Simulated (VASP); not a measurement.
OSZICAR of a VASP run on SnSi₆₃:

**OSZICAR**
```
       N       E                     dE             d eps       ncg     rms          rms(c)
DAV:   1    -0.394511496008E+03   -0.39451E+03   -0.12853E+01   322   0.811E+00    0.195E+01
DAV:   2    -0.394610777752E+03   -0.99282E-01   -0.30318E-01   364   0.120E+00    0.127E+01
DAV:   3    -0.394598015308E+03    0.12762E-01   -0.11169E-02   356   0.199E-01    0.755E+00
DAV:   4    -0.394591867863E+03    0.61474E-02   -0.16279E-03   355   0.848E-02    0.436E+00
DAV:   5    -0.394589692531E+03    0.21753E-02   -0.55366E-04   355   0.501E-02    0.249E+00
DAV:   6    -0.394588941041E+03    0.75149E-03   -0.20792E-04   339   0.306E-02    0.142E+00
DAV:   7    -0.394588695330E+03    0.24571E-03   -0.76598E-05   347   0.183E-02    0.808E-01
DAV:   8    -0.394588614279E+03    0.81051E-04   -0.27747E-05   235   0.112E-02    0.461E-01
DAV:   9    -0.394588592703E+03    0.21575E-04   -0.11480E-05   180   0.740E-03    0.262E-01
DAV:  10    -0.394588588535E+03    0.41680E-05   -0.43056E-06   179   0.456E-03
   1 F= -.39458859E+03 E0= -.39458859E+03  d E =-.718129E-11
```

Question: Which electronic solver shows in the log?

Answer: It is blocked Davidson (ALGO = Normal, or the opening steps of other solvers). The INCAR had ALGO = Normal.

Question: Can the final energy be trusted as converged?

Answer: Self-consistency was reached. It stopped with EDIFF = 1E-5, NELM = 50 (HSE06 screened hybrid, plane waves, VASP's PBE PAW potentials (set 64)). The supercell is sampled at Γ alone, which is coarse: total energies, pressure and levels can be off, energies of defects by several tenths of an eV.

The cell is a supercell with a defect, built from Si (diamond): Sn_Si. The cell's shape comes from a PBE relaxation. The run is not spin-polarised, so no state with unpaired spins was tried.
